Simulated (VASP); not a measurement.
```yaml
crystal:
  lattice:
    - [4.79854, 0.00000, 0.00000]
    - [-2.39927, 4.15566, 0.00000]
    - [0.00000, 0.00000, 8.20590]
  atoms:
    - { symbol: Ba, position: [0.00000, 0.00000, 0.00000] }
    - { symbol: Mg, position: [0.66667, 0.33333, 0.37666] }
    - { symbol: Mg, position: [0.33333, 0.66667, 0.62334] }
    - { symbol: Sb, position: [0.66667, 0.33333, 0.73051] }
    - { symbol: Sb, position: [0.33333, 0.66667, 0.26949] }
```

The numbers are results of LDA (Ceperley-Alder, Perdew-Zunger), VASP's LDA PAW potentials (set 64) (plane waves; VASP), not measurements. Settings: 300 eV cut-off, 6×6×3 Γ-centred mesh, Gaussian smearing of 0.010 eV, potentials Ba_sv Mg Sb.

At this cut-off the stress carries a Pulay error, which pulls relaxed volumes low.

Question: Give the stress tensor in GPa (positive for a compressed cell).

Answer: 
```
-2.23   0.00   0.00
 0.00  -2.23   0.00
 0.00   0.00  -2.48
```
The pressure is its mean diagonal, -2.31 GPa.

The structure comes from a computed database's BaMg2Sb2 entry (P-3m1); how it stands against other phases isn't given here. The cell was not relaxed at this level.
